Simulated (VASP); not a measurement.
Ni₃Al (L1_2): the bulk modulus from VASP (plane waves, PAW) at several levels of theory. Static lattice, third-order Birch-Murnaghan fit over five volumes.  The measured value holds thermal and zero-point effects that the static calculation lacks.

```tsv
level	bulk modulus (GPa)	error against measurement
revPBE	170	-2.5 %
optB86b-vdW	191	+9.9 %
TPSS	197	+13.5 %
```

Measured: 174 GPa (as given by Nikolai A. Zarkevich et al., Crystals (2023), arXiv:2304.06869).

The cell of the revPBE run:

```
CELL_PARAMETERS angstrom
      3.58991     0.00000     0.00000
      0.00000     3.58991     0.00000
      0.00000     0.00000     3.58991
ATOMIC_POSITIONS crystal
  Al 0.00000 0.00000 0.00000
  Ni 0.00000 0.50000 0.50000
  Ni 0.50000 0.00000 0.50000
  Ni 0.50000 0.50000 0.00000
```
Starting moments (μB, in the order of the record's atoms Al Ni Ni Ni): 0.0 0.3 0.3 0.3.

Only levels that ran to the end are used. Left out are those held back, those with too coarse a band path, GW runs whose mesh misses a band edge, hybrids' fits of cells that aren't cubic and levels without matching references; a question may draw on a part of the rest.

The compound is Ni3Al in the L1_2 structure.
